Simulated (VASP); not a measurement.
A cell of Nb (bcc) near equilibrium:

```
CELL_PARAMETERS angstrom
     -1.63324     1.63324     1.63324
      1.63324    -1.63324     1.63324
      1.63324     1.63324    -1.63324
ATOMIC_POSITIONS crystal
  Nb 0.00000 0.00000 0.00000
```

The numbers are results of PBEsol GGA, VASP's PBE PAW potentials (set 64) (plane waves; VASP 6.6.1), not measurements.

| run | ΔE (meV/atom) | σxx | σyy | σzz | largest shear component, with its sign (GPa) | largest force (eV/Å) |
|---|---|---|---|---|---|---|
| as it is | 0.0 | 0.43 | 0.43 | 0.43 | 0.00 | 0.000 |
| after one change | 6.0 | 4.61 | 3.36 | 4.61 | 0.00 | 0.000 |
Stress is in GPa, positive when the cell is compressed.

### Question
What was changed between the two runs?
A) isotropic strain of -3.0 %
B) uniaxial strain of -0.5 % along z
C) biaxial strain of -1.0 % in the xz plane
D) biaxial strain of -4.0 % in the xz plane

### Answer
C, biaxial strain of -1.0 % in the xz plane

The compound is Nb in the bcc structure.
